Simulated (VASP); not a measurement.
Here is a VASP 6.6.1 calculation.

Contents of INCAR:

```
PREC = Accurate
ENCUT = 520
EDIFF = 1E-7
ISMEAR = 0
SIGMA = 0.1
LREAL = F
LASPH = T
NELM = 80
ALGO = Fast
ISIF = 3
LWAVE = F
LCHARG = F
IBRION = 2
NSW = 80
EDIFFG = -0.002
```

KPOINTS

```
regular mesh
0
Gamma
  15 15 12
```

The input POSCAR:

```
NbB2
1.0
    3.0860000000      0.0000000000      0.0000000000
   -1.5430000000      2.6725544000      0.0000000000
    0.0000000000      0.0000000000      3.3060000000
Nb B
1 2
Direct
    0.0000000000      0.0000000000      0.0000000000
    0.3333333300      0.6666666700      0.5000000000
    0.6666666700      0.3333333300      0.5000000000
```

Potentials or basis: VASP PAW LDA potentials, release 64 (Nb_sv, B).

Launch:

```bash
$ cat potpaw_LDA.64/Nb_sv/POTCAR potpaw_LDA.64/B/POTCAR > POTCAR
$ mpirun -np 1 vasp_std > vasp.out
```

Question: Predict the relaxed cell.

Answer: a = 3.074 Å, b = 3.074 Å, c = 3.276 Å, α = 90.00°, β = 90.00°, γ = 120.00°.

Question: Estimate the band gap on the k mesh.

Answer: None (metal or under the smearing width).

Question: What does it give for the space group after relaxing (to 0.05 Å)?

Answer: P6/mmm (No. 191).

Question: Estimate the relaxed volume.

Answer: 8.94 Å³/atom.

The path:
```tsv
step	energy change (eV)	largest force (eV/Å)	pressure (GPa)	volume (Å³)
1	0.0000	0.0000	-4.99	27.27
2	0.0089	0.0000	8.15	26.16
3	-0.0072	0.0000	0.03	26.82
4	-0.0072	0.0000	0.12	26.81
5	-0.0075	0.0000	0.08	26.81
6	-0.0075	0.0000	0.08	26.81
7	-0.0075	0.0000	0.07	26.81
8	-0.0075	0.0000	-0.09	26.82
9	-0.0075	0.0000	-0.02	26.82
```

LDA usually gives volumes a few per cent too small. Zero-point motion and thermal expansion aren't in these numbers.
